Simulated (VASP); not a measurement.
```yaml
crystal:
  lattice:
    - [3.56709, 0.00000, 0.00000]
    - [0.00000, 3.56709, 0.00000]
    - [0.00000, 0.00000, 3.56709]
  atoms:
    - { symbol: Al, position: [0.00000, 0.00000, 0.00000] }
    - { symbol: Ni, position: [0.00000, 0.50000, 0.50000], spin: 0.3 }
    - { symbol: Ni, position: [0.50000, 0.00000, 0.50000], spin: 0.3 }
    - { symbol: Ni, position: [0.50000, 0.50000, 0.00000], spin: 0.3 }
```

Computed with PBE GGA, VASP's PBE PAW potentials (set 64) (plane waves; VASP). Run with 520 eV cut-off, 10×10×10 Γ-centred mesh, tetrahedra with Blöchl corrections, potentials Al Ni.

The cores are frozen, which limits the accuracy of field gradients.

Q: Give the principal components of the electric field gradient (V/Å²) and the asymmetry η at each nucleus.

A: 
```json
[
 {"atom": "Al1", "Vxx": "0.0", "Vyy": "0.0", "Vzz": "0.0", "η": "-"},
 {"atom": "Ni2", "Vxx": "5.6", "Vyy": "5.6", "Vzz": "-11.3", "η": "0.00"},
 {"atom": "Ni3", "Vxx": "5.6", "Vyy": "5.6", "Vzz": "-11.3", "η": "0.00"},
 {"atom": "Ni4", "Vxx": "5.6", "Vyy": "5.6", "Vzz": "-11.3", "η": "0.00"}
]
```

The compound is Ni3Al in the L1_2 structure. It was relaxed first.
